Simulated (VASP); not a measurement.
Input for VASP

POSCAR:
```
BP
1
    0.0000000000     2.2700000000     2.2700000000
    2.2700000000     0.0000000000     2.2700000000
    2.2700000000     2.2700000000     0.0000000000
B P
1 1
Direct
  0.0000000000   0.0000000000   0.0000000000
  0.2500000000   0.2500000000   0.2500000000
```

### INCAR
```
# general
SYSTEM   = BP
PREC     = Accurate
ENCUT    = 520   # plane-wave cut-off (eV)
LREAL    = F   # projection in real space or not
LASPH    = T

# electronic loop
EDIFF    = 1E-6   # SCF stop (eV)
NELM     = 100   # most electronic steps
ALGO     = Normal   # blocked Davidson

# smearing
ISMEAR   = 0   # Gaussian
SIGMA    = 0.05   # width (eV)

# functional
GGA      = BO
LUSE_VDW = T
AGGAC    = 0.0
PARAM1   = 0.1833333333
PARAM2   = 0.22

# ions
IBRION   = 2   # conjugate gradients
NSW      = 60
ISIF     = 3   # ions, shape and volume
EDIFFG   = -0.01   # ionic stop

# output
LWAVE    = F
LCHARG   = F
```

File KPOINTS:
```
Automatic mesh
0
Gamma
9 9 9
0 0 0
```

POTCAR, in this order: B P (PBE.64 set). Program: vasp_std.

Q: Translate this optB88-vdW calculation to Quantum ESPRESSO's pw.x.

A: One equivalent input (not run):
```
&CONTROL
  calculation = 'vc-relax'
  pseudo_dir = './pseudo'
  outdir = './out'
  tprnfor = .true.
  tstress = .true.
  nstep = 60
  forc_conv_thr = 0.00039
/
&SYSTEM
  ibrav = 0
  nat = 2
  ntyp = 2
  ecutwfc = 76
  occupations = 'smearing'
  smearing = 'gaussian'
  degauss = 0.003675
  input_dft = 'vdw-df-obk8'
/
&ELECTRONS
  conv_thr = 7.3e-08
  electron_maxstep = 100
/
&IONS
/
&CELL
/
ATOMIC_SPECIES
  B 10.810 B.upf
  P 30.974 P.upf
CELL_PARAMETERS angstrom
     0.0000000    2.2700000    2.2700000
     2.2700000    0.0000000    2.2700000
     2.2700000    2.2700000    0.0000000
ATOMIC_POSITIONS crystal
  B    0.0000000  0.0000000  0.0000000
  P    0.2500000  0.2500000  0.2500000
K_POINTS automatic
  9 9 9 0 0 0
```
The two are equivalent in intent, not identical: the potentials are each code's own (VASP's PAW set, PseudoDojo norm-conserving files in pw.x), so ENCUT and ecutwfc are chosen apart and not converted; conv_thr bounds pw.x's estimated SCF error, while EDIFF bounds the energy change between steps; forc_conv_thr acts on force components and is met together with etot_conv_thr.

The compound is BP in the zinc blende structure. This run relaxes it. Symmetry was kept, so distortions that lower it aren't found.
